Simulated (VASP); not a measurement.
An input for Quantum ESPRESSO's pw.x (written as the equivalent of a VASP run, and not itself run):

```
&CONTROL
  calculation = 'scf'
  pseudo_dir = './pseudo'
  outdir = './out'
  tprnfor = .true.
  tstress = .true.
/
&SYSTEM
  ibrav = 0
  nat = 4
  ntyp = 2
  ecutwfc = 74
  occupations = 'tetrahedra'
  input_dft = 'pbe'
/
&ELECTRONS
  conv_thr = 7.3e-09
  electron_maxstep = 100
/
ATOMIC_SPECIES
  W 183.840 W.upf
  Si 28.085 Si.upf
CELL_PARAMETERS angstrom
     3.1435999   -0.0000000    0.0000000
    -1.5718000    2.7224374    0.0000000
     0.0000000    0.0000000    7.0231528
ATOMIC_POSITIONS crystal
  W    0.0000000  0.0000000  0.0000000
  W    0.0000000  0.0000000  0.5000000
  Si   0.3333330  0.6666670  0.2500000
  Si   0.6666670  0.3333330  0.7500000
K_POINTS automatic
  13 13 5 0 0 0
```

Translate this input to VASP (INCAR, KPOINTS, POSCAR, choice of POTCAR).

Several could match; the one computed here: 
INCAR:
```
SYSTEM  =  WSi
PREC  =  Accurate; ENCUT  =  400; LREAL  =  .FALSE.
LASPH  =  .TRUE.
EDIFF  =  1E-7; NELM  =  100; ALGO  =  Normal
LMAXMIX  =  6
ISMEAR  =  -5
GGA  =  PE
ISIF  =  2
LWAVE  =  .FALSE.; LCHARG  =  .TRUE.; LORBIT  =  11
NEDOS  =  601
LEFG  =  .TRUE.
```

**KPOINTS**
```
Automatic mesh
0
Gamma
13 13 5
0 0 0
```

File POSCAR:
```
WSi
3.14360
  0.9999999785   0.0000000000   0.0000000000
 -0.4999999892   0.8660253817   0.0000000000
  0.0000000000   0.0000000000   2.2341114674
W Si
2 2
Cartesian
  0.0000000000   0.0000000000   0.0000000000
  0.0000000000   0.0000000000   1.1170557337
 -0.0000005000   0.5773505432   0.5585278668
  0.5000004892   0.2886748386   1.6755836005
```

POTCAR, in this order: W_sv Si (PBE.64 set). Program: vasp_std.

What does not carry over: the potentials are each code's own (VASP's PAW set, PseudoDojo norm-conserving files in pw.x), so ENCUT and ecutwfc are chosen apart and not converted; conv_thr bounds pw.x's estimated SCF error, while EDIFF bounds the energy change between steps; the field gradients of LEFG aren't asked of the other code.

The structure was generated: WSi was put into the NiAs type type (P6_3/mmc), which need not be its known phase. It was relaxed first, which changed the volume by -39 %.
